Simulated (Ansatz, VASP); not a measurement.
Two plane-wave programs on Cu2B

The input INCAR:

```
  PREC = Accurate
  ENCUT = 520
  EDIFF = 1E-6
  ISMEAR = -1
  SIGMA = 0.05
  LREAL = F
  LASPH = T
  NELM = 60
  ALGO = Normal
  ISIF = 2
  LWAVE = F
  LCHARG = F
  LMAXMIX = 4
  LDAU = T
  LDAUTYPE = 2
  LDAUL = 2 -1
  LDAUU = 2 0
  LDAUJ = 0 0
  LDAUPRINT = 1
  GGA = PS
  NBANDS = 34
```

KPOINTS

```
regular mesh
0
Gamma
  5 5 5
```

POSCAR

```
Cu2B
1.0
    0.0000000000      3.2834700000      3.2834700000
    3.2834700000      0.0000000000      3.2834700000
    3.2834700000      3.2834700000      0.0000000000
Cu B
4 2
Direct
    0.1250000000      0.1250000000      0.1250000000
    0.6250000000      0.1250000000      0.1250000000
    0.1250000000      0.1250000000      0.6250000000
    0.1250000000      0.6250000000      0.1250000000
    0.5000000000      0.5000000000      0.5000000000
    0.7500000000      0.7500000000      0.7500000000
```

input.yaml

```yaml
crystal:
  lattice:
    - [0.0, 3.28347, 3.28347]
    - [3.28347, 0.0, 3.28347]
    - [3.28347, 3.28347, 0.0]
  atoms:
    - { symbol: Cu, position: [0.125, 0.125, 0.125] }
    - { symbol: Cu, position: [0.625, 0.125, 0.125] }
    - { symbol: Cu, position: [0.125, 0.125, 0.625] }
    - { symbol: Cu, position: [0.125, 0.625, 0.125] }
    - { symbol: B, position: [0.5, 0.5, 0.5] }
    - { symbol: B, position: [0.75, 0.75, 0.75] }
hamiltonian:
  xc: pbesol
  pseudopotentials: { kind: paw }
  hubbard: { sites: [{ species: Cu, l: d, u_eff: 2.0 }] }
kpoints:
  mp_grid: { grid: [5, 5, 5] }
scf:
  occupations: { method: fermi_dirac, width: 0.05 }
output:
  forces: true
  stress: true
  eigenvalues: true
```

The cell was built by a generator and needn't be a form met in nature.

Alike in both runs: task single point; functional PBEsol; k mesh 5 × 5 × 5; occupations fermi-dirac, width 0.05 eV; no spin polarisation; Hubbard terms Cu d U = 2 eV.

```csv
,VASP,Ansatz
version,VASP 6.6.1,Ansatz 0.2.0
potentials or method,"VASP PAW PBE potentials, release 64 (Cu, B)",Ansatz PAW
plane-wave cutoff (eV),520,420
valence electrons in the cell,50,82
```

|  | VASP | Ansatz | Ansatz less VASP |
| --- | --- | --- | --- |
| gap on the k mesh at the Fermi level (eV) | none | none | - |
| pressure (GPa) | -7.9 | -6.1 | +1.79 |

The programs project onto different local orbitals, so the same U acts differently. A gap of «none» marks a metal or a gap that the smearing closes. The two sets of potentials don't hold the same shells in valence.

Caveats: U without spin polarisation on a metal has little footing; the U is typed as a test and isn't derived for this compound; the PAW data sets were made with another functional, which shifts forces and pressure a little (VASP); the PAW data sets come from PBE, with cores solved anew for the run's functional, which leaves a small shift of forces and pressure (Ansatz).
